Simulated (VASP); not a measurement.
Method: revPBE GGA, VASP's PBE PAW potentials (set 64) (plane waves; VASP).

VASP input:

KPOINTS:
```
Automatic mesh
0
Gamma
8 8 8
0 0 0
```

File POSCAR:
```
PbS
1
    0.0000000000     2.9980683246     2.9980683246
    2.9980683246     0.0000000000     2.9980683246
    2.9980683246     2.9980683246     0.0000000000
Pb S
1 1
Direct
  0.0000000000   0.0000000000   0.0000000000
  0.5000000000   0.5000000000   0.5000000000
```

INCAR:
```
ALGO = Normal
EDIFF = 1E-7
ENCUT = 520
GGA = RE
ISIF = 2
ISMEAR = 0
LASPH = T
LCHARG = F
LMAXMIX = 4
LREAL = F
LWAVE = F
NELM = 100
PREC = Accurate
SIGMA = 0.05
SYSTEM = PbS
```

POTCAR, in this order: Pb_d S (PBE.64 set). Program: vasp_std.

The resulting files:

OUTCAR:
```
 ion  position               nearest neighbor table
   1  0.000  0.000  0.000-   2 3.00   2 3.00   2 3.00   2 3.00   2 3.00   2 3.00
   2  0.500  0.500  0.500-   1 3.00   1 3.00   1 3.00   1 3.00   1 3.00   1 3.00
  LATTYP: Found a face centered cubic cell.
 ALAT       =     5.9961366492
 Subroutine PRICEL returns:
 Original cell was already a primitive cell.
 Subroutine GETGRP returns: Found 48 space group operations
The static configuration has the point symmetry O_h .
The dynamic configuration has the point symmetry O_h .
 Subroutine INISYM returns: Found 48 space group operations
 Subroutine IBZKPT returns following result:
 Found     29 irreducible k-points:

 Following reciprocal coordinates:
            Coordinates               Weight
  0.000000  0.000000  0.000000      1.000000
  0.125000  0.000000  0.000000      8.000000
  0.250000  0.000000  0.000000      8.000000
  0.375000  0.000000  0.000000      8.000000
  0.500000  0.000000  0.000000      4.000000
  0.125000  0.125000  0.000000      6.000000
  0.250000  0.125000  0.000000     24.000000
  0.375000  0.125000  0.000000     24.000000
  0.500000  0.125000  0.000000     24.000000
 -0.375000  0.125000  0.000000     24.000000
 -0.250000  0.125000  0.000000     24.000000
 -0.125000  0.125000  0.000000     12.000000
  0.250000  0.250000  0.000000      6.000000
  0.375000  0.250000  0.000000     24.000000
  0.500000  0.250000  0.000000     24.000000
 -0.375000  0.250000  0.000000     24.000000
 -0.250000  0.250000  0.000000     12.000000
  0.375000  0.375000  0.000000      6.000000
  0.500000  0.375000  0.000000     24.000000
 -0.375000  0.375000  0.000000     12.000000
  0.500000  0.500000  0.000000      3.000000
  0.375000  0.250000  0.125000     24.000000
  0.500000  0.250000  0.125000     48.000000
 -0.375000  0.250000  0.125000     24.000000
...
```

File OSZICAR:
```
       N       E                     dE             d eps       ncg     rms          rms(c)
DAV:   1     0.166962439559E+03    0.16696E+03   -0.99175E+03   812   0.150E+03
DAV:   2     0.578384565631E+01   -0.16118E+03   -0.15707E+03   860   0.364E+02
DAV:   3    -0.829397955060E+01   -0.14078E+02   -0.13905E+02  1058   0.111E+02
DAV:   4    -0.867032227015E+01   -0.37634E+00   -0.37600E+00   886   0.211E+01
DAV:   5    -0.868572242976E+01   -0.15400E-01   -0.15400E-01  1226   0.425E+00    0.477E+00
DAV:   6    -0.816412768008E+01    0.52159E+00   -0.15932E+00  1170   0.959E+00    0.352E+00
DAV:   7    -0.816831287779E+01   -0.41852E-02   -0.17000E-01   870   0.234E+00    0.205E+00
DAV:   8    -0.817574752602E+01   -0.74346E-02   -0.21378E-02   872   0.186E+00    0.314E-01
DAV:   9    -0.817535101954E+01    0.39651E-03   -0.42013E-03  1274   0.676E-01    0.102E-01
DAV:  10    -0.817573011478E+01   -0.37910E-03   -0.67116E-04   824   0.169E-01    0.737E-02
DAV:  11    -0.817575981091E+01   -0.29696E-04   -0.16942E-04   972   0.154E-01    0.266E-02
DAV:  12    -0.817576310873E+01   -0.32978E-05   -0.11000E-05  1022   0.281E-02    0.299E-03
DAV:  13    -0.817576347389E+01   -0.36515E-06   -0.37678E-07   944   0.816E-03    0.121E-03
DAV:  14    -0.817576372339E+01   -0.24950E-06   -0.73856E-07   848   0.488E-03    0.151E-03
DAV:  15    -0.817576371854E+01    0.48447E-08   -0.87221E-09   802   0.920E-04
   1 F= -.81757637E+01 E0= -.81757637E+01  d E =-.789742E-16
```

OUTCAR:
```
------------------------ aborting loop because EDIFF is reached ----------------------------------------
  FORCE on cell =-STRESS in cart. coord.  units (eV):
  Direction    XX          YY          ZZ          XY          YZ          ZX
  --------------------------------------------------------------------------------------
  Total        0.5461570      0.5461570      0.5461570      0.0000000     -0.0000000     -0.0000000
  in kB       16.2357943     16.2357943     16.2357943      0.0000000     -0.0000000     -0.0000000
  external PRESSURE =      16.2357943 kB  Pullay stress =       0.0000000 kB
  volume of cell :       53.90
      direct lattice vectors                 reciprocal lattice vectors
     0.000000000  2.998068325  2.998068325    -0.166774051  0.166774051  0.166774051
     2.998068325  0.000000000  2.998068325     0.166774051 -0.166774051  0.166774051
     2.998068325  2.998068325  0.000000000     0.166774051  0.166774051 -0.166774051
  FREE ENERGIE OF THE ION-ELECTRON SYSTEM (eV)
  ---------------------------------------------------
  free  energy   TOTEN  =        -8.1757637185 eV

  energy  without entropy=       -8.1757637185  energy(sigma->0) =       -8.17576372
```
(Selected blocks of OUTCAR.)

File OUTCAR:
```
 val. band max:        5.4588910801   @ k =   0.5000   0.0000   0.0000

 cond. band min:       6.0093566085   @ k =   0.5000   0.0000   0.0000


 Fermi energy:         5.7267301258

 k-point     1 :       0.0000    0.0000    0.0000
  band No.  band energies     occupation
      1     -11.3385      2.00000
      2     -11.3385      2.00000
      3     -11.3385      2.00000
      4     -11.3180      2.00000
      5     -11.3180      2.00000
      6      -7.8120      2.00000
      7      -0.5768      2.00000
      8       3.4710      2.00000
      9       3.4710      2.00000
     10       3.4710      2.00000
     11      10.6497      0.00000
     12      10.6497      0.00000
     13      10.6497      0.00000
     14      12.3360      0.00000

 k-point     2 :       0.1250    0.0000    0.0000
  band No.  band energies     occupation
      1     -11.3378      2.00000
      2     -11.3354      2.00000
      3     -11.3354      2.00000
      4     -11.3190      2.00000
      5     -11.3190      2.00000
      6      -7.6864      2.00000
      7      -0.9822      2.00000
      8       3.5101      2.00000
      9       3.5101      2.00000
     10       3.7716      2.00000
     11       9.4966      0.00000
     12       9.9188      0.00000
     13       9.9188      0.00000
     14      12.2961      0.00000

 k-point     3 :       0.2500    0.0000    0.0000
  band No.  band energies     occupation
      1     -11.3374      2.00000
      2     -11.3374      2.00000
      3     -11.3363      2.00000
      4     -11.3122      2.00000
      5     -11.3122      2.00000
      6      -7.3394      2.00000
      7      -1.8707      2.00000
      8       3.6209      2.00000
      9       3.6209      2.00000
     10       4.3805      2.00000
     11       7.9138      0.00000
     12       8.7625      0.00000
     13       8.7625      0.00000
     14      12.4797      0.00000

 k-point     4 :       0.3750    0.0000    0.0000
  band No.  band energies     occupation
...
```

Unless said otherwise, spin-orbit coupling is left out, though it shifts the bands of the heavy elements here.

The compound is PbS in the rock salt structure. This cell is one point of a volume scan, at 0.97 of the reference volume.
